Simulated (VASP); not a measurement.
# Al2Au: structure and properties in VASP, part 5 of 5

Wanted: the relaxed cell of Al2Au and its properties. Left out of this account: 1 further run (relaxation: a spoilt try). The start is a cell from a database of measured crystal structures.

VASP 6.6.1; LDA; plane waves and PAW (Al, Au).

Still holding for the runs below: This run has no spin polarisation. Its electron count is odd, so without a moment it is a metal by construction.

So far. Step 13 (Volume scan with LDA, volume scale 1.06): The pressure falls from -4.39 to -6.23 GPa. The parabola predicted -6.18 GPa, +0.05 GPa off. Step 15 (Fit for LDA): The fitted volume lies +0.03 % from the relaxed one. The relaxed cell has a = 5.960 Å (conventional setting).

### Step 16. Vibrations at Γ (LDA) (continued)

From OUTCAR (step 16):

```text
   k-points           NKPTS =     56   k-points in BZ     NKDIM =     56   number of bands    NBANDS=     14

   NELECT =      17.0000    total number of electrons

  Total        0.0014968      0.0014968      0.0014968      0.0000000      0.0000000     -0.0000000
  in kB        0.0453151      0.0453151      0.0453151      0.0000000      0.0000000     -0.0000000
  external PRESSURE =       0.0453151 kB  Pullay stress =       0.0000000 kB

 POSITION                                       TOTAL-FORCE (eV/Angst)
 -----------------------------------------------------------------------------------
      1.48995      1.48995      1.48995         0.000000      0.000000     -0.000000
      4.46984      4.46984      4.46984        -0.000000     -0.000000      0.000000
      0.00000      0.00000      0.00000         0.000000     -0.000000      0.000000
 -----------------------------------------------------------------------------------
    total drift:                               -0.000000     -0.000000      0.000000

 Eigenvectors and eigenvalues of the dynamical matrix
 ----------------------------------------------------

   1 f  =    7.796203 THz    48.984990 2PiTHz  260.053348 cm-1    32.242491 meV
             X         Y         Z           dx          dy          dz
      1.489945  1.489945  1.489945    -0.106592    0.567085    0.408721
      4.469836  4.469836  4.469836     0.106592   -0.567085   -0.408721
      0.000000  0.000000  0.000000     0.000000    0.000000    0.000000

   2 f  =    7.796203 THz    48.984990 2PiTHz  260.053348 cm-1    32.242491 meV
             X         Y         Z           dx          dy          dz
      1.489945  1.489945  1.489945     0.694937    0.130624   -0.000000
      4.469836  4.469836  4.469836    -0.694937   -0.130624    0.000000
      0.000000  0.000000  0.000000     0.000000    0.000000    0.000000

   3 f  =    7.796203 THz    48.984990 2PiTHz  260.053348 cm-1    32.242491 meV
             X         Y         Z           dx          dy          dz
      1.489945  1.489945  1.489945    -0.075503    0.401687   -0.577015
      4.469836  4.469836  4.469836     0.075503   -0.401687    0.577015
      0.000000  0.000000  0.000000     0.000000   -0.000000   -0.000000

   4 f  =    7.001805 THz    43.993641 2PiTHz  233.555091 cm-1    28.957128 meV
             X         Y         Z           dx          dy          dz
      1.489945  1.489945  1.489945     0.619385    0.093658    0.006846
      4.469836  4.469836  4.469836     0.619385    0.093658    0.006846
      0.000000  0.000000  0.000000    -0.458535   -0.069336   -0.005068

   5 f  =    7.001805 THz    43.993641 2PiTHz  233.555091 cm-1    28.957128 meV
             X         Y         Z           dx          dy          dz
      1.489945  1.489945  1.489945     0.092626   -0.616824    0.058356
      4.469836  4.469836  4.469836     0.092626   -0.616824    0.058356
      0.000000  0.000000  0.000000    -0.068572    0.456639   -0.043201

   6 f  =    7.001805 THz    43.993641 2PiTHz  233.555091 cm-1    28.957128 meV
             X         Y         Z           dx          dy          dz
      1.489945  1.489945  1.489945     0.015465   -0.056684   -0.623702
      4.469836  4.469836  4.469836     0.015465   -0.056684   -0.623702
      0.000000  0.000000  0.000000    -0.011449    0.041964    0.461731

   7 f/i=    0.000321 THz     0.002016 2PiTHz    0.010704 cm-1     0.001327 meV
             X         Y         Z           dx          dy          dz
      1.489945  1.489945  1.489945    -0.273000    0.180680   -0.019222
      4.469836  4.469836  4.469836    -0.273000    0.180680   -0.019222
      0.000000  0.000000  0.000000    -0.737532    0.488122   -0.051930

   8 f/i=    0.000321 THz     0.002016 2PiTHz    0.010704 cm-1     0.001327 meV
             X         Y         Z           dx          dy          dz
      1.489945  1.489945  1.489945     0.050054    0.108134    0.305525
      4.469836  4.469836  4.469836     0.050054    0.108134    0.305525
      0.000000  0.000000  0.000000     0.135226    0.292133    0.825400

   9 f/i=    0.000321 THz     0.002016 2PiTHz    0.010704 cm-1     0.001327 meV
             X         Y         Z           dx          dy          dz
      1.489945  1.489945  1.489945     0.174669    0.251407   -0.117596
      4.469836  4.469836  4.469836     0.174669    0.251407   -0.117596
      0.000000  0.000000  0.000000     0.471883    0.679197   -0.317697

 ELASTIC MODULI CONTR FROM IONIC RELAXATION (kBar)
 Direction    XX          YY          ZZ          XY          YZ          ZX
 --------------------------------------------------------------------------------
 XX          -0.0000     -0.0000     -0.0000     -0.0000     -0.0000     -0.0000
 YY          -0.0000     -0.0000     -0.0000     -0.0000     -0.0000     -0.0000
 ZZ          -0.0000     -0.0000     -0.0000     -0.0000     -0.0000     -0.0000
 XY          -0.0000     -0.0000     -0.0000   -444.1196      0.0000      0.0000
 YZ          -0.0000     -0.0000     -0.0000      0.0000   -444.1196      0.0000
 ZX          -0.0000     -0.0000     -0.0000      0.0000      0.0000   -444.1196
 --------------------------------------------------------------------------------

[... 6 parts as in an earlier step ...]

[... 4 further parts left out ...]
```

Energies printed during the response cycles are not total energies of the cell.

Numbers from this step:

```
irreducible k-points      : 56
pressure of the cell      : 0.004532 GPa
largest force of the cell : 0 eV/Å
Fermi energy              : 7.870 eV
```

The modes at Γ (shares of kinetic energy by element, %):

| mode | frequency (cm⁻¹) | symmetry | Al % | Au % |
| --- | --- | --- | --- | --- |
| 1 | 0.0 | acoustic | 22 | 78 |
| 2 | 0.0 | acoustic | 22 | 78 |
| 3 | 0.0 | acoustic | 22 | 78 |
| 4 | 233.6 | T1u | 78 | 22 |
| 5 | 233.6 | T1u | 78 | 22 |
| 6 | 233.6 | T1u | 78 | 22 |
| 7 | 260.1 | T2g | 100 | 0 |
| 8 | 260.1 | T2g | 100 | 0 |
| 9 | 260.1 | T2g | 100 | 0 |

Displacements in mode 4 (233.6 cm⁻¹), the largest set to 1:
```
Al1  0.02 -0.09 -1.00
Al2  0.02 -0.09 -1.00
Au3 -0.01  0.02  0.27
```

Displacements in mode 8 (260.1 cm⁻¹), the largest set to 1:
```
Al1  1.00  0.19  0.00
Al2 -1.00 -0.19  0.00
Au3  0.00  0.00  0.00
```

The three acoustic modes come out at zero, and all others are real. By the characters of their eigenvectors the optical modes sort into (cm⁻¹) Raman active: T2g 260; infrared active: T1u 234. With a centre of inversion no mode is active in both.

### Step 17. What came out

```yaml
relaxed_volume: 17.64 Å³/atom
relaxed_conventional_cell_a_b_c: 5.960, 5.960, 5.960 Å
space_group_after_relaxing_within_0p02_a: Fm-3m (No. 225)
band_gap: none, a metal
dos_at_the_fermi_level: 0.960 states/eV/cell
bulk_modulus_from_the_fit: 122 GPa
volume_from_the_fit: 17.6 Å³/atom
highest_zone_centre_mode: 260 cm⁻¹
```

**Reading.** With LDA, Al2Au relaxes to 17.64 Å³/atom in space group Fm-3m (held by the symmetry of the run), comes out as a metal and has a bulk modulus of 122 GPa. Against the listed cell the volume lies -2.0 %. Band structure (LDA): Of the bands kept, 3 cross the Fermi level on this path. Vibrations at Γ (LDA): The highest mode in this list at Γ, 260.1 cm⁻¹, is mostly motion of Al (100 % of the kinetic energy). Spin-orbit coupling is left out, and with elements this heavy it would split and shift bands near the Fermi level. The k-sampling is coarse for a metal, so the Fermi level, pressures and the shape of the cell carry errors. With an odd electron count and no spin the cell is a metal by construction. Modes at Γ alone can't show that the crystal is stable at other wave vectors. No search among competing phases was made, and a listed structure need not be the one stable at ambient conditions. All values are for a static lattice at zero temperature.

[Lines on the potential files, build, host, timing and source positions are cut from VASP's logs without a mark.]

[Logs are printed without paths, hosts, clocks, repeated set-up lines and the standing remarks that a program may print on its own settings, such as how far it seeks lower states.]

[Hosts, paths, dates, database ids (printed as entryN), source tags and the programs' standing remarks are cut or masked in the printed files.]

[A measured line is paired with the nearest computed mode of its activity, which favours agreement.]
